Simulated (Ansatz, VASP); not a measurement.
# TaN in two plane-wave programs, part 2 of 2

Aim: how closely do two programs agree when they are given the same cell, functional and k mesh? The cell is taken from a series of runs on this material, whose earlier steps may have relaxed, scaled, displaced or heated it; both programs get it as it stands.

VASP 6.6.1 and Ansatz 0.2.0.

So far: The structure; VASP: zone-centre phonons, LDA.

## 3. Ansatz: zone-centre phonons, LDA

Level of this step: Ansatz beside VASP: Kohn-Sham DFT, plane waves, LDA (Ansatz).

Ansatz runs on its PAW soft_1 files.

The same cell, functional (in two slightly different forms), mesh and smearing now go to Ansatz, which takes its cutoff from its data sets.

File input.yaml:

```yaml
crystal:
  lattice:
    - [2.8912953022, 0.0, 0.0]
    - [-1.4456476511, 2.5039351815, 0.0]
    - [0.0, 0.0, 2.9372455349]
  atoms:
    - { symbol: "N", position: [0.6666666689, 0.3333333311, 0.0] }
    - { symbol: Ta, position: [-2.2e-09, 2.2e-09, 0.5] }
kpoints:
  mp_grid: { grid: [18, 18, 16] }
hamiltonian:
  xc: lda
  pseudopotentials: { kind: paw, azcp: { folder: soft_1 }, xc_functional: pbe }
scf:
  occupations: { method: methfessel_paxton, width: 0.2 }
output:
  eigenvalues: true
phonons:
  method: dfpt
```

On the command line:

```console
ansatz run input.yaml --threads 4 --pin off --max-ram 10240MiB --backend cpu --events-out ev --progress --plain --runs-dir out
```

Numbers of over 12 decimals in the logs are rounded to 6 here.

Log:

```text
zone centre: on kpoints.mp_grid the ground state, and the responses unless they are solved on pairs of k-points, stand on 819 of the mesh's 5184 k-points, reduced under 4 symmetry operations, with k and −k counted as one. Each operation leaves every solved displacement unchanged or reverses it
Engine: ansatz 0.2.0, aarch64-unknown-linux-gnu
Pseudopotentials: kind: paw
Pseudopotential: N, paw, valence charge 5, recommended cutoff 420 eV (normal), soft_1/N.paw.azcp
Pseudopotential: Ta, paw, valence charge 13, recommended cutoff 420 eV (normal), soft_1/Ta.paw.azcp
Functional definition: SPW92
  exchange = slater_x
  correlation = pw_c
Crystal: 2 atoms, lattice volume = 21.265 Å³
Basis set: ecut = 420 eV, 405 PW (Γ), exchange–correlation on 40×40×40 points (8 copies of the dense FFT grid, shifted against one another)
Bands: 13, of which v1, the nominal top of the filled ones, is band 9 counted from 1 (8 counted from 0)
Symmetry: 12 space group operations
k-points: 819 of 5184 (irreducible under 4 space group operations, time reversal used)
Non-local potential: N, projectors of the file, l = 0: 2, l = 1: 2, l = 2: 1
Non-local potential: Ta, projectors of the file, l = 0: 3, l = 1: 2, l = 2: 2, l = 3: 1
PAW form: soft (Blöchl's): semilocal exchange-correlation on the pseudo side does not see the compensation charge
PAW frozen core: N, regenerated for the run's functional, and the local potential with it (the file was generated under x = pbe(κ = 0.804, μ = 0.219515), c = pbe(β = 0.066725))
PAW frozen core: Ta, regenerated for the run's functional, and the local potential with it (the file was generated under x = pbe(κ = 0.804, μ = 0.219515), c = pbe(β = 0.066725))
PAW one-centre angular grid: N, 110 points (default); XC on 64 Gauss nodes
PAW one-centre angular grid: Ta, 590 points (default); XC on 64 Gauss nodes
Initial density: superposition of atomic densities (chi_scale 0.1, normalization cell, long waves kept (reshape's long-wave potential 0.00 eV rms))
Initial wavefunctions: pseudopotential atomic-orbital guess
Functional: x = slater, c = lda
SCF iter   1: F=—  HF=-10060.045664 eV  |F-HF|=—  |Δ(HF+E_count)|=         —  Δρ=4.83e-2  dr2=3.01e-1  ethr=3.10e-3  ⟨swp⟩=5.0  Hψ=53316  notcnv=0
preconditioner: auto → none  [metal: Δε(μ)=0.049 eV  Ē_g=11.125 eV  σ=0.200 eV  W_gap=0.20  n_scr=8 (ndim 8)  ℏωp=25.5 eV  f_vac=0.000  D(μ)=0.06/eV (n_scr^D=0)  sad-step TF]
SCF iter   2: F=—  HF=-10060.014481 eV  |F-HF|=—  |Δ(HF+E_count)|=   3.12e-2  S|Δr|=    0.00e0  Δρ=3.01e-2  dr2=1.26e-1  ethr=1.67e-3  ⟨swp⟩=1.0  Hψ=17199  notcnv=0
SCF iter   3: F=—  HF=-10059.986925 eV  |F-HF|=—  |Δ(HF+E_count)|=   2.76e-2  S|Δr|=    0.00e0  Δρ=1.47e-3  dr2=2.43e-4  ethr=7.01e-4  ⟨swp⟩=2.8  Hψ=15255  notcnv=0
SCF iter   4: F=—  HF=-10059.986955 eV  |F-HF|=—  |Δ(HF+E_count)|=   3.04e-5  S|Δr|=    0.00e0  Δρ=3.02e-4  dr2=2.03e-5  ethr=1.35e-6  ⟨swp⟩=2.3  Hψ=16837  notcnv=0
SCF iter   5: F=—  HF=-10059.986949 eV  |F-HF|=—  |Δ(HF+E_count)|=   6.00e-6  S|Δr|=    0.00e0  Δρ=2.84e-5  dr2=4.94e-8  ethr=1.13e-7  ⟨swp⟩=2.5  Hψ=15496  notcnv=0
SCF iter   6: F=—  HF=-10059.986950 eV  |F-HF|=—  |Δ(HF+E_count)|=   9.93e-7  S|Δr|=    0.00e0  Δρ=4.85e-6  dr2=2.54e-9  ethr=2.75e-10  ⟨swp⟩=2.5  Hψ=17481  notcnv=0
SCF iter   7: F=—  HF=-10059.986950 eV  |F-HF|=—  |Δ(HF+E_count)|=  3.51e-10  S|Δr|=    0.00e0  Δρ=8.00e-7  dr2=9.35e-11  ethr=1.41e-11  ⟨swp⟩=2.0  Hψ=14650  notcnv=0
SCF iter   8: F=-10059.986950 eV  HF=-10059.986950 eV  |F-HF|=1.82e-12  |Δ(HF+E_count)|=  3.27e-11  S|Δr|=    0.00e0  Δρ=7.29e-8  dr2=5.47e-13  ethr=1.00e-12  ⟨swp⟩=6.1  Hψ=46761  notcnv=0
SCF 1 converged in 8 iterations: F = -10059.986950 eV  dr2 = 5.47e-13
  greatest PAW one-centre occupation: 0.999 electrons in one spin orbital (limit 2), on the Ta atom at site 1 (counted from 0), in its partial waves of l = 0
DFPT response loops at Γ: preconditioner auto → Kerker (q_TF=auto, 2.654 Å⁻¹) (partly filled bands, converged f_vac=0.000); β = 1.00, the filter's whole step (`scf.mixing.beta` (0.50) is not read by the response loops under this deck's `scf.mixing.preconditioner`; to damp them name `kerker` or `kerker_dos`, under which they read `scf.mixing.beta`, and type it under 1.00, their step now; both keys bind the ground state too); Broyden in place of MSR1
SCF converged after 8 iterations
Stability not checked: this state was not tested for a lower state beside it, because cold or Methfessel-Paxton smearing, or corrected tetrahedra, fill the levels in a way that the test cannot read (fill_not_monotonic; see scf.lower_state_search)
Free energy (F): -10059.986950 eV
Harris-Foulkes:  -10059.986950 eV  (|F-HF|=1.82e-12)
Internal energy: -10059.987230 eV  (E = F + TS)
E sigma→0 (E₀):  -10059.987020 eV
Entropy (-TS):   0.000280 eV (0.140 meV/atom)
Fermi energy:    19.979800 eV
--- Per-component energies (eV) ---
  E_band       = -54.472587
  E_kinetic    = 523.760115
  E_local      = -583.435460  (includes V_loc(G=0)·N_el)
  E_nonlocal   = 30.271263
  E_hartree    = 207.201975
  E_xc         = -378.730169
  E_vxc        = -310.778560  (∫ρ·V_xc dr)
  E_paw        = -8176.537393  (= ΣΔE_a)
  E_vpaw       = -128.694810  (= ΣTr[D̂ρ^β])
  E_aug_tail   = 0.000915  (compensation charges beyond the density's cutoff)
  E_ewald      = -1682.857517
  E_core_change = 0.339041  (= ΣΔE_core)
  E_smearing   = 0.000280  (= −TS)
  E_closure    = 0.000000  (closes the sum)
  Σ components = -10059.986950   (vs F -10059.986950, Δ=0.00e0)
--- Band table (eV; the first three rows and the last of 819) ---
  k-point 0: bands = [... 5 lower, 15.6762, 15.7127, 15.7127, 16.9237, 22.7430, 23.4680, 23.4680, 23.9990]
  k-point 1: bands = [... 5 lower, 15.3321, 15.7439, 15.7439, 17.2200, 22.8762, 22.9361, 22.9361, 24.4017]
  k-point 2: bands = [... 5 lower, 14.6253, 15.8336, 15.8336, 17.8202, 22.1831, 22.1831, 23.2432, 24.7644]
  k-point 818: bands = [... 5 lower, 12.5123, 13.2642, 15.9095, 18.9201, 24.3504, 24.8359, 26.2082, 27.1886]
--- Phonons (Γ-DFPT): 4 representative perturbations + reference, on 819 of 5184 k-points (Σ response iterations 12) ---
  k mesh reduced under 4 symmetry operations, with k and −k counted as one. Each operation leaves every solved displacement unchanged or reverses it
  ASR residual: 4.735e-5 → 0.000e0 eV/Å²; symmetrization residual: 2.100e-6 eV/Å²
  ASR residual per site (eV/Å²): 4.74e-5 3.08e-5
  Γ frequencies (cm⁻¹): 0.00 0.00 0.00 515.90 516.33 516.33
  non-analytic LO–TO correction: not included (Born effective charges unavailable; polar crystals: no LO–TO splitting at Γ)
```

## 4. Side by side

Known differences besides the potentials themselves: the two LDA forms differ slightly; the data sets hold 18 valence electrons in Ansatz (on its PAW soft_1 files) and 16 in VASP; the cutoff is 420 eV in Ansatz and 600 eV in VASP; VASP's log shows a relativistic correction to its local exchange, Ansatz's none. Total energies have different zeros and are not compared.

The two programs side by side:

| quantity | Ansatz | VASP | difference |
| --- | --- | --- | --- |
| optical mode 1 (cm⁻¹) | 515.9 | 520.3 | -0.85 % |
| optical mode 2 (cm⁻¹) | 516.3 | 520.3 | -0.77 % |
| optical mode 3 (cm⁻¹) | 516.3 | 520.7 | -0.84 % |

Modes are paired by rising frequency, not by their patterns, so a pair may set unlike modes beside each other; they are those without the splitting of longitudinal modes.

## 5. Outcome

```json
{
 "r.m.s. difference of the optical zone-centre modes, each program's sorted by frequency (zone-centre phonons, LDA)": "4.3 cm⁻¹",
 "difference in optical mode 1 (zone-centre phonons, LDA)": "-0.8 %"
}
```

What this shows: The r.m.s. difference of the optical zone-centre modes, each program's sorted by frequency is 4.3 cm⁻¹ (zone-centre phonons, LDA). The data sets hold unlike numbers of valence electrons (18 in Ansatz and 16 in VASP), so part of the differences comes from the potentials. Among the rows given in per cent, the largest difference of the zone-centre phonons, LDA pair is in optical mode 1, -0.8 %. How closely two codes agree says nothing of how well the functional describes the real material.

[Lines on the potential files, build, host, timing and source positions are cut from VASP's logs without a mark.]

[Logs are printed without paths, hosts, clocks, repeated set-up lines and the standing remarks that a program may print on its own settings, such as how far it seeks lower states.]

[Hosts, paths, dates, database ids (printed as entryN), source tags and the programs' standing remarks are cut or masked in the printed files.]
